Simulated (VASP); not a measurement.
# Be3CdO4 (Pmn2_1) in VASP: band structure with PBE

Aim: the band structure of Be3CdO4 with PBE.

Program: VASP 6.6.1. These are calculated values, not measurements. Logs are shortened: lines on timing, memory, paths and dates and some standing lists are left out, and cuts for length are marked.

**1. Starting point**

Symmetry: Pmn2_1, No. 31, orthorhombic system. The conventional cell has a = 5.976 Å, b = 5.094 Å, c = 4.729 Å, α = 90.00°, β = 90.00°, γ = 90.00°. Be (site symmetry 1) is surrounded by 4 O at 1.64 to 1.88 Å. Be (site symmetry m) is surrounded by 4 O at 1.65 to 1.78 Å. Cd (site symmetry m) has 4 O at 2.17 to 2.18 Å as nearest neighbours. O (site symmetry 1) is surrounded by 3 Be at 1.64 to 1.65 Å. Around O (site symmetry m) lie 3 Be at 1.67 to 1.70 Å. O (site symmetry m) has 3 Be at 1.78 to 1.88 Å as nearest neighbours.

The cell was built by a generator and needn't be a form met in nature.

**2. Band structure, PBE**

Contents of POSCAR:

```
Be3CdO4
1.0
    5.9758400000      0.0000000000      0.0000000000
    0.0000000000      5.0943100000      0.0000000000
    0.0000000000      0.0000000000      4.7293400000
Be Cd O
6 2 8
Direct
    0.2562220000      0.1506500000      0.5041190000
    0.7437780000      0.1506500000      0.5041190000
    0.0000000000      0.7071580000      0.5021040000
    0.7562220000      0.8493500000      0.0041190000
    0.2437780000      0.8493500000      0.0041190000
    0.5000000000      0.2928420000      0.0021040000
    0.5000000000      0.6560770000      0.5001590000
    0.0000000000      0.3439230000      0.0001590000
    0.2069370000      0.8672540000      0.3502730000
    0.7930630000      0.8672540000      0.3502730000
    0.5000000000      0.2509210000      0.3533200000
    0.0000000000      0.3600860000      0.4605760000
    0.7069370000      0.1327460000      0.8502730000
    0.2930630000      0.1327460000      0.8502730000
    0.0000000000      0.7490790000      0.8533200000
    0.5000000000      0.6399140000      0.9605760000
```

Contents of INCAR.step1:

```
  PREC = Accurate
  ENCUT = 520
  EDIFF = 1E-7
  ISMEAR = 0
  SIGMA = 0.03
  LREAL = False
  LASPH = True
  NELM = 100
  ALGO = Normal
  ISIF = 2
  LWAVE = False
  LCHARG = True
  GGA = PE
  KPAR = 2
```

Contents of KPOINTS.step1:

```
Automatic mesh
0
Gamma
  4 6 6
```

Contents of INCAR.step2:

```
  PREC = Accurate
  ENCUT = 520
  EDIFF = 1E-7
  ISMEAR = 0
  SIGMA = 0.05
  LREAL = False
  LASPH = True
  NELM = 100
  ALGO = Normal
  ISIF = 2
  LWAVE = False
  LCHARG = False
  GGA = PE
  KPAR = 2
  ICHARG = 11
```

Contents of KPOINTS.step2:

```
path GXSYGZURTZ,YT,UX,SR
10
line-mode
reciprocal
 0.0000000000  0.0000000000  0.0000000000  G
 0.0000000000  0.0000000000 -0.5000000000  X

 0.0000000000  0.0000000000 -0.5000000000  X
 0.0000000000 -0.5000000000 -0.5000000000  S

 0.0000000000 -0.5000000000 -0.5000000000  S
 0.0000000000 -0.5000000000  0.0000000000  Y

 0.0000000000 -0.5000000000  0.0000000000  Y
 0.0000000000  0.0000000000  0.0000000000  G

 0.0000000000  0.0000000000  0.0000000000  G
-0.5000000000  0.0000000000  0.0000000000  Z

-0.5000000000  0.0000000000  0.0000000000  Z
-0.5000000000  0.0000000000 -0.5000000000  U

-0.5000000000  0.0000000000 -0.5000000000  U
-0.5000000000 -0.5000000000 -0.5000000000  R

-0.5000000000 -0.5000000000 -0.5000000000  R
-0.5000000000 -0.5000000000  0.0000000000  T

-0.5000000000 -0.5000000000  0.0000000000  T
-0.5000000000  0.0000000000  0.0000000000  Z

 0.0000000000 -0.5000000000  0.0000000000  Y
-0.5000000000 -0.5000000000  0.0000000000  T

-0.5000000000  0.0000000000 -0.5000000000  U
 0.0000000000  0.0000000000 -0.5000000000  X

 0.0000000000 -0.5000000000 -0.5000000000  S
-0.5000000000 -0.5000000000 -0.5000000000  R
```

Potentials or basis: VASP PAW PBE potentials, release 64 (Be, Cd, O).

Launch:

```sh
> cat potpaw_PBE.64/Be/POTCAR potpaw_PBE.64/Cd/POTCAR potpaw_PBE.64/O/POTCAR > POTCAR
> cp INCAR.step1 INCAR
> cp KPOINTS.step1 KPOINTS
> mpirun -np 2 vasp_std > vasp.out
> cp INCAR.step2 INCAR
> cp KPOINTS.step2 KPOINTS
> mpirun -np 2 vasp_std > vasp.out
```

OUTCAR:

```text
PREC = Accurate
   ENCUT = 520
   EDIFF = 1E-7
   ISMEAR = 0
   LREAL = False
   LASPH = True
   NELM = 100
   ISIF = 2
   GGA = PE
   ICHARG = 11

 ion  position               nearest neighbor table
   1  0.256  0.151  0.504-   9 1.64  14 1.65  11 1.70  12 1.88   7 2.91   7 2.96   8 2.97   8 3.00

   2  0.744  0.151  0.504-  10 1.64  13 1.65  11 1.70  12 1.88   7 2.91   7 2.96   8 2.97   8 3.00

   3  0.000  0.707  0.502-   9 1.65  10 1.65  15 1.67  12 1.78   8 3.00   7 3.00   7 3.00   8 3.01

   4  0.756  0.849  0.004-  13 1.64  10 1.65  15 1.70  16 1.88   8 2.91   8 2.96   7 2.97   7 3.00

   5  0.244  0.849  0.004-  14 1.64   9 1.65  15 1.70  16 1.88   8 2.91   8 2.96   7 2.97   7 3.00

   6  0.500  0.293  0.002-  13 1.65  14 1.65  11 1.67  16 1.78   7 3.00   8 3.00   8 3.00   7 3.01

   7  0.500  0.656  0.500-   9 2.17  10 2.17  11 2.18  16 2.18  16 2.55   2 2.91   1 2.91   1 2.96
                             2 2.96   5 2.97   4 2.97   6 3.00   4 3.00   5 3.00   3 3.00   3 3.00
   8  0.000  0.344  0.000-  13 2.17  14 2.17  15 2.18  12 2.18  12 2.55   5 2.91   4 2.91   5 2.96
                             4 2.96   2 2.97   1 2.97   3 3.00   1 3.00   2 3.00   6 3.00   6 3.00
   9  0.207  0.867  0.350-   1 1.64   3 1.65   5 1.65   7 2.17
  10  0.793  0.867  0.350-   2 1.64   3 1.65   4 1.65   7 2.17
  11  0.500  0.251  0.353-   6 1.67   2 1.70   1 1.70   7 2.18
  12  0.000  0.360  0.461-   3 1.78   2 1.88   1 1.88   8 2.18   8 2.55
  13  0.707  0.133  0.850-   4 1.64   6 1.65   2 1.65   8 2.17
  14  0.293  0.133  0.850-   5 1.64   6 1.65   1 1.65   8 2.17
  15  0.000  0.749  0.853-   3 1.67   4 1.70   5 1.70   8 2.18
  16  0.500  0.640  0.961-   6 1.78   5 1.88   4 1.88   7 2.18   7 2.55

  LATTYP: Found a simple orthorhombic cell.
 ALAT       =     4.7293400000
 B/A-ratio  =     1.0771714446
 C/A-ratio  =     1.2635674322

  Lattice vectors:

 A1 = (   0.0000000000,   0.0000000000,  -4.7293400000)
 A2 = (   0.0000000000,   5.0943100000,   0.0000000000)
 A3 = (   5.9758400000,   0.0000000000,   0.0000000000)

Analysis of symmetry for initial positions (statically):
=====================================================================
 Subroutine PRICEL returns:
 Original cell was already a primitive cell.

 Routine SETGRP: Setting up the symmetry group for a
 simple orthorhombic supercell.

 Subroutine GETGRP returns: Found  4 space group operations
 (whereof  2 operations were pure point group operations)
 out of a pool of  8 trial point group operations.

The static configuration has the point symmetry C_1h.
 The point group associated with its full space group is C_2v.

Analysis of symmetry for dynamics (positions and initial velocities):
=====================================================================
 Subroutine PRICEL returns:
 Original cell was already a primitive cell.

 Routine SETGRP: Setting up the symmetry group for a
 simple orthorhombic supercell.

 Subroutine GETGRP returns: Found  4 space group operations
 (whereof  2 operations were pure point group operations)
 out of a pool of  8 trial point group operations.

The dynamic configuration has the point symmetry C_1h.
 The point group associated with its full space group is C_2v.

 Subroutine INISYM returns: Found  4 space group operations
 (whereof  2 operations are pure point group operations),
 and found     1 'primitive' translations

----------------------------------------------------------------------------------------

                                     Primitive cell

  volume of cell :     143.9743

  direct lattice vectors                    reciprocal lattice vectors
     5.975840000  0.000000000  0.000000000     0.167340491  0.000000000  0.000000000
     0.000000000  5.094310000  0.000000000     0.000000000  0.196297438  0.000000000
     0.000000000  0.000000000  4.729340000     0.000000000  0.000000000  0.211445995

  length of vectors
     5.975840000  5.094310000  4.729340000     0.167340491  0.196297438  0.211445995

  position of ions in fractional coordinates (direct lattice)
     0.256222000  0.150650000  0.504119000
     0.743778000  0.150650000  0.504119000
     0.000000000  0.707158000  0.502104000
     0.756222000  0.849350000  0.004119000
     0.243778000  0.849350000  0.004119000
     0.500000000  0.292842000  0.002104000
[... 8 lines left out ...]
     0.000000000  0.749079000  0.853320000
     0.500000000  0.639914000  0.960576000

  ion indices of the primitive-cell ions
   primitive index   ion index
                 1           1
                 2           2
                 3           3
                 4           4
                 5           5
                 6           6
[... 8 lines left out ...]
                15          15
                16          16

----------------------------------------------------------------------------------------

 KPOINTS: path GXSYGZURTZ,YT,UX,SR

Interpolating k-points between supplied coordinates.

 Line segments in fractional coordinates (reciprocal lattice):
    0.000000  0.000000  0.000000  ...  0.000000  0.000000 -0.500000
    0.000000  0.000000 -0.500000  ...  0.000000 -0.500000 -0.500000
    0.000000 -0.500000 -0.500000  ...  0.000000 -0.500000  0.000000
    0.000000 -0.500000  0.000000  ...  0.000000  0.000000  0.000000
    0.000000  0.000000  0.000000  ... -0.500000  0.000000  0.000000
   -0.500000  0.000000  0.000000  ... -0.500000  0.000000 -0.500000
   -0.500000  0.000000 -0.500000  ... -0.500000 -0.500000 -0.500000
   -0.500000 -0.500000 -0.500000  ... -0.500000 -0.500000  0.000000
   -0.500000 -0.500000  0.000000  ... -0.500000  0.000000  0.000000
    0.000000 -0.500000  0.000000  ... -0.500000 -0.500000  0.000000
   -0.500000  0.000000 -0.500000  ...  0.000000  0.000000 -0.500000
    0.000000 -0.500000 -0.500000  ... -0.500000 -0.500000 -0.500000

 Generated    10 points on each line segment, for a total of    120 k-points:

 Following reciprocal coordinates:
            Coordinates               Weight
  0.000000  0.000000  0.000000      0.008333
  0.000000  0.000000 -0.055556      0.008333
  0.000000  0.000000 -0.111111      0.008333
  0.000000  0.000000 -0.166667      0.008333
  0.000000  0.000000 -0.222222      0.008333
  0.000000  0.000000 -0.277778      0.008333
[... 16 lines left out ...]
  0.000000 -0.500000 -0.388889      0.008333
  0.000000 -0.500000 -0.333333      0.008333
 [... further k-points ...]
   k-points           NKPTS =    120   k-points in BZ     NKDIM =    120   number of bands    NBANDS=     51
   number of dos      NEDOS =    301   number of ions     NIONS =     16
   total plane-waves  NPLWV =  69120
   dimension x,y,z NGX =    48 NGY =   40 NGZ =   36
   dimension x,y,z NGXF=    96 NGYF=   80 NGZF=   72
   ions per type =               6   2   8
   NGX,Y,Z   is equivalent  to a cutoff of  13.35, 13.05, 12.65 a.u.
   NGXF,Y,Z  is equivalent  to a cutoff of  26.71, 26.11, 25.31 a.u.
 SYSTEM =  unknown system
   PREC   = accura    normal or accurate (medium, high low for compatibility)
   ISTART =      0    job   : 0-new  1-cont  2-samecut
   ICHARG =     11    charge: 1-file 2-atom 10-const
   ISPIN  =      1    spin polarized calculation?
   LNONCOLLINEAR =      F non collinear calculations
   LSORBIT =      F    spin-orbit coupling
   LASPH  =      T    aspherical Exc in radial PAW
   ENCUT  =  520.0 eV  38.22 Ry    6.18 a.u.  11.11  9.47  8.79*2*pi/ulx,y,z
   NELM   =    100;   NELMIN=  2; NELMDL=  0     # of ELM steps
   EDIFF  = 0.1E-06   stopping-criterion for ELM
   LREAL  =      F    real-space projection
   EDIFFG = 0.1E-05   stopping-criterion for IOM
   NSW    =      0    number of steps for IOM
   IBRION =     -1    ionic relax: 0-MD 1-quasi-New 2-CG
   NFREE  =      0    steps in history (QN), initial steepest desc. (CG)
   ISIF   =      2    stress and relaxation
   ISYM   =      2    0-nonsym 1-usesym 2-fastsym
   POTIM  = 0.5000    time-step for ionic-motion
   TEBEG  =    0.0;   TEEND  =   0.0 temperature during run
   PSTRESS=    0.0 pullay stress
   NELECT =      84.0000    total number of electrons
   NUPDOWN=      -1.0000    fix difference up-down
   EMIN   =  10.00;   EMAX   =-10.00  energy-range for DOS
   EFERMI =   0.00;   METHOD = LEGACY
   ISMEAR =     0;   SIGMA  =   0.05  broadening in eV -4-tet -1-fermi 0-gaus
   EFERMI_NEDOS =   21; number of points for ismear=-14 and -15
   IALGO  =     38    algorithm
   IMIX   =      4    mixing-type and parameters
     AMIX     =   0.40;   BMIX     =  1.00
     AMIX_MAG =   1.60;   BMIX_MAG =  1.00
  volume/ion in A,a.u.               =       9.00        60.72
  Fermi-wavevector in a.u.,A,eV,Ry     =   1.367959  2.585067 25.460730  1.871311
  Thomas-Fermi vector in A             =   2.493965
   LORBIT       =      0    0 simple, 1 ext, 2 COOP (PROOUT), +10 PAW based schemes
   GGA     = PE    functional components
   LHFCALC =     F    Hartree Fock is set to
   AEXX    =    0.0000 exact exchange contribution
   IVDW    =     0    specifies the selected vdW correction
   LEPSILON=     F    determine dielectric tensor
   LRPA    =     F    only Hartree local field effects (RPA)
 non-spin polarized calculation
 Gauss-broadening in eV      SIGMA  =   0.05
  energy-cutoff  :      520.00
  volume of cell :      143.97
 maximum number of plane-waves:      3908
 NGX is ok and might be reduce to    48

 number of electron      84.0000009 magnetization

 Free energy of the ion-electron system (eV)
  ---------------------------------------------------
  ext. energy  EPLUGINS =         0.00000000
  ---------------------------------------------------
  free energy    TOTEN  =       -98.67598380 eV

  energy without entropy =      -98.67598380  energy(sigma->0) =      -98.67598380

 E-fermi :   3.1209     XC(G=0): -11.0578

 val. band max:        2.8408213854   @ k =  -0.5000   0.0000  -0.5000
 cond. band min:       5.5234874879   @ k =   0.0000   0.0000   0.0000
 fundamental gap:      2.6826661025
 Fermi energy:         3.1208766970

 k-point     1 :       0.0000    0.0000    0.0000
  band No.  band energies     occupation
      1     -15.6814      2.00000
      2     -14.6645      2.00000
      3     -14.5380      2.00000
      4     -14.3754      2.00000
      5     -14.0328      2.00000
      6     -13.9710      2.00000
[... 43 lines left out ...]
     50      11.9561      0.00000
     51      12.8858      0.00000
[... 1240 lines left out ...]
     50      11.7524      0.00000
     51      12.9849      0.00000

 [... further k-points ...]

------------------------ aborting loop because EDIFF is reached ----------------------------------------

  FORCE on cell =-STRESS in cart. coord.  units (eV):
  Direction    XX          YY          ZZ          XY          YZ          ZX
  --------------------------------------------------------------------------------------
  -------------------------------------------------------------------------------------
  Total        0.1792917      0.0631207     -0.1836240      0.0000000      0.0000000      0.0000000
  in kB        1.9951971      0.7024205     -2.0434084      0.0000000      0.0000000      0.0000000
  external PRESSURE =       0.2180698 kB  Pullay stress =       0.0000000 kB

 VOLUME and BASIS-vectors are now :
 -----------------------------------------------------------------------------
  energy-cutoff  :      520.00
  volume of cell :      143.97
      direct lattice vectors                 reciprocal lattice vectors
     5.975840000  0.000000000  0.000000000     0.167340491  0.000000000  0.000000000
     0.000000000  5.094310000  0.000000000     0.000000000  0.196297438  0.000000000
     0.000000000  0.000000000  4.729340000     0.000000000  0.000000000  0.211445995

 POSITION                                       TOTAL-FORCE (eV/Angst)
 -----------------------------------------------------------------------------------
      1.53114      0.76746      2.38415         0.003356     -0.009613      0.000067
      4.44470      0.76746      2.38415        -0.003356     -0.009613      0.000067
      0.00000      3.60248      2.37462         0.000000      0.006092     -0.003975
      4.51906      4.32685      0.01948         0.003356      0.009613      0.000067
      1.45678      4.32685      0.01948        -0.003356      0.009613      0.000067
      2.98792      1.49183      0.00995         0.000000     -0.006092     -0.003975
[... 8 lines left out ...]
      0.00000      3.81604      4.03564         0.000000      0.013393     -0.005526
      2.98792      3.25992      4.54289         0.000000     -0.003485      0.020202
 -----------------------------------------------------------------------------------
    total drift:                                0.000000      0.000000      0.006921

  FREE ENERGIE OF THE ION-ELECTRON SYSTEM (eV)
  ---------------------------------------------------
  free  energy   TOTEN  =       -98.6759837957 eV

  energy  without entropy=      -98.6759837957  energy(sigma->0) =      -98.67598380
```

It took 4.9 min on 2 MPI ranks of Intel Xeon 6975P-C (Granite Rapids), shared host; peak memory 0.69 GiB.

What came out:

```
Band gap on the k mesh  : 2.68 eV, indirect (least direct gap 2.98 eV)
Band gap along the path : 2.68 eV, indirect (least direct gap 2.98 eV)
```

Levels at the corners of the path, in eV from the valence-band top:
| point | band 39 | band 40 | band 41 | band 42 | band 43 | band 44 | band 45 | band 46 |
| --- | --- | --- | --- | --- | --- | --- | --- | --- |
| Γ | -0.87 | -0.69 | -0.34 | -0.30 | 2.68 | 5.50 | 7.63 | 7.67 |
| X | -0.54 | -0.54 | -0.42 | -0.42 | 4.92 | 4.92 | 7.38 | 7.38 |
| X | -0.54 | -0.54 | -0.42 | -0.42 | 4.92 | 4.92 | 7.38 | 7.38 |
| S | -0.57 | -0.57 | -0.38 | -0.38 | 5.42 | 5.42 | 7.04 | 7.04 |
| S | -0.57 | -0.57 | -0.38 | -0.38 | 5.42 | 5.42 | 7.04 | 7.04 |
| Y | -0.98 | -0.84 | -0.41 | -0.32 | 4.33 | 4.84 | 7.44 | 7.60 |
| Y | -0.98 | -0.84 | -0.41 | -0.32 | 4.33 | 4.84 | 7.44 | 7.60 |
| Γ | -0.87 | -0.69 | -0.34 | -0.30 | 2.68 | 5.50 | 7.63 | 7.67 |
| Γ | -0.87 | -0.69 | -0.34 | -0.30 | 2.68 | 5.50 | 7.63 | 7.67 |
| Z | -1.15 | -1.15 | -0.91 | -0.91 | 4.40 | 4.40 | 7.80 | 7.80 |
| Z | -1.15 | -1.15 | -0.91 | -0.91 | 4.40 | 4.40 | 7.80 | 7.80 |
| U | -1.16 | -1.16 | 0.00 | 0.00 | 5.44 | 5.44 | 6.47 | 6.47 |
| U | -1.16 | -1.16 | 0.00 | 0.00 | 5.44 | 5.44 | 6.47 | 6.47 |
| R | -0.73 | -0.73 | -0.24 | -0.24 | 5.63 | 5.63 | 6.81 | 6.81 |
| R | -0.73 | -0.73 | -0.24 | -0.24 | 5.63 | 5.63 | 6.81 | 6.81 |
| T | -1.27 | -1.27 | -0.42 | -0.42 | 5.00 | 5.00 | 7.02 | 7.02 |
| T | -1.27 | -1.27 | -0.42 | -0.42 | 5.00 | 5.00 | 7.02 | 7.02 |
| Z | -1.15 | -1.15 | -0.91 | -0.91 | 4.40 | 4.40 | 7.80 | 7.80 |
| Y | -0.98 | -0.84 | -0.41 | -0.32 | 4.33 | 4.84 | 7.44 | 7.60 |
| T | -1.27 | -1.27 | -0.42 | -0.42 | 5.00 | 5.00 | 7.02 | 7.02 |
| U | -1.16 | -1.16 | 0.00 | 0.00 | 5.44 | 5.44 | 6.47 | 6.47 |
| X | -0.54 | -0.54 | -0.42 | -0.42 | 4.92 | 4.92 | 7.38 | 7.38 |
| S | -0.57 | -0.57 | -0.38 | -0.38 | 5.42 | 5.42 | 7.04 | 7.04 |
| R | -0.73 | -0.73 | -0.24 | -0.24 | 5.63 | 5.63 | 6.81 | 6.81 |

Caveat: the log is that of the step along the path at fixed density, whose energy, stress, charges and moments have no meaning.
